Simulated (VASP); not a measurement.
Output of a VASP run:

### OSZICAR
```
       N       E                     dE             d eps       ncg     rms          rms(c)
DAV:   1     0.234639212416E+03    0.23464E+03   -0.11733E+04   640   0.203E+03
DAV:   2     0.178274485134E+02   -0.21681E+03   -0.20789E+03   928   0.310E+02
DAV:   3    -0.296311462265E+02   -0.47459E+02   -0.41772E+02   864   0.151E+02
DAV:   4    -0.317242605521E+02   -0.20931E+01   -0.20929E+01   904   0.383E+01
DAV:   5    -0.318436509141E+02   -0.11939E+00   -0.11939E+00  1128   0.806E+00    0.281E+01
DAV:   6    -0.302779679646E+02    0.15657E+01   -0.10190E+02   976   0.590E+01    0.308E+01
DAV:   7    -0.284653406982E+02    0.18126E+01   -0.22221E+02  1040   0.135E+02    0.200E+01
DAV:   8    -0.278203696642E+02    0.64497E+00   -0.40731E+00   808   0.216E+01    0.139E+01
DAV:   9    -0.263541668322E+02    0.14662E+01   -0.65814E+00   952   0.213E+01    0.223E+00
DAV:  10    -0.262997021610E+02    0.54465E-01   -0.24911E-01  1080   0.453E+00    0.158E+00
DAV:  11    -0.262653161692E+02    0.34386E-01   -0.58874E-02  1000   0.231E+00    0.129E+00
DAV:  12    -0.262278969004E+02    0.37419E-01   -0.16996E-01   960   0.388E+00    0.650E-01
DAV:  13    -0.262328253784E+02   -0.49285E-02   -0.11662E-01  1056   0.299E+00    0.960E-01
DAV:  14    -0.262283189810E+02    0.45064E-02   -0.90873E-02   968   0.274E+00    0.304E-01
DAV:  15    -0.262276723912E+02    0.64659E-03   -0.10296E-02   952   0.959E-01    0.867E-02
DAV:  16    -0.262276372188E+02    0.35172E-04   -0.90781E-04   952   0.310E-01    0.213E-02
DAV:  17    -0.262276534479E+02   -0.16229E-04   -0.40238E-04   944   0.196E-01    0.350E-02
DAV:  18    -0.262276424835E+02    0.10964E-04   -0.26897E-05  1048   0.499E-02    0.240E-02
DAV:  19    -0.262276356131E+02    0.68704E-05   -0.31843E-05  1040   0.503E-02    0.586E-03
DAV:  20    -0.262276344900E+02    0.11230E-05   -0.84419E-06  1008   0.270E-02    0.349E-03
DAV:  21    -0.262276344729E+02    0.17161E-07   -0.18945E-07   752   0.306E-03
   1 F= -.26945183E+02 E0= -.26945183E+02  d E =-.312993E-11
```

File OUTCAR:
```
------------------------ aborting loop because EDIFF is reached ----------------------------------------
 Edisp (eV)   -0.71755
  FORCE on cell =-STRESS in cart. coord.  units (eV):
  Direction    XX          YY          ZZ          XY          YZ          ZX
  --------------------------------------------------------------------------------------
  Total      -1.29484    -1.29484    -1.29484     0.00000    -0.00000     0.00000
  in kB     -50.25517   -50.25517   -50.25517     0.00000    -0.00000     0.00000
  external pressure =      -50.26 kB  Pullay stress =        0.00 kB
  volume of cell :       41.28
      direct lattice vectors                 reciprocal lattice vectors
     0.000000000  2.743080282  2.743080282    -0.182276838  0.182276838  0.182276838
     2.743080282  0.000000000  2.743080282     0.182276838 -0.182276838  0.182276838
     2.743080282  2.743080282  0.000000000     0.182276838  0.182276838 -0.182276838
 POSITION                                       TOTAL-FORCE (eV/Angst)
 -----------------------------------------------------------------------------------
      0.00000      0.00000      0.00000         0.000000      0.000000      0.000000
      1.37154      1.37154      1.37154        -0.000000     -0.000000     -0.000000
      4.11462      4.11462      4.11462         0.000000      0.000000      0.000000
 -----------------------------------------------------------------------------------
    total drift:                                0.000000     -0.000000      0.000000
  FREE ENERGIE OF THE ION-ELECTRON SYSTEM (eV)
  ---------------------------------------------------
  free  energy   TOTEN  =       -26.9451826711 eV

  energy  without entropy=      -26.9451826711  energy(sigma->0) =      -26.94518267
```
(Selected blocks of OUTCAR.)

POSCAR:
```
CeO2
1
    0.0000000000     2.7430802824     2.7430802824
    2.7430802824     0.0000000000     2.7430802824
    2.7430802824     2.7430802824     0.0000000000
Ce O
1 2
Direct
  0.0000000000   0.0000000000   0.0000000000
  0.2500000000   0.2500000000   0.2500000000
  0.7500000000   0.7500000000   0.7500000000
```

Question: Write an INCAR and KPOINTS that could have produced this output.

Answer: One answer among several that fit: the input of the run itself, PBE GGA with D3 dispersion (Becke-Johnson damping), plane waves, VASP's PBE PAW potentials (set 64).

### KPOINTS
```
kpoints
0
gamma
 7 7 7
0 0 0
```

INCAR:
```
SYSTEM = CeO2
PREC = Accurate; ENCUT = 520; LREAL = F
LASPH = T
EDIFF = 1E-7; NELM = 100; ALGO = Normal
LMAXMIX = 6
ISMEAR = 0; SIGMA = 0.05
GGA = PE; IVDW = 12
ISIF = 2
LWAVE = F; LCHARG = F
```

POTCAR, in this order: Ce O (PBE.64 set). Program: vasp_std.

The compound is CeO2 in the fluorite structure. This cell is one point of a volume scan, at 1.03 of the reference volume. The run is not spin-polarised, so no magnetic state was tried.
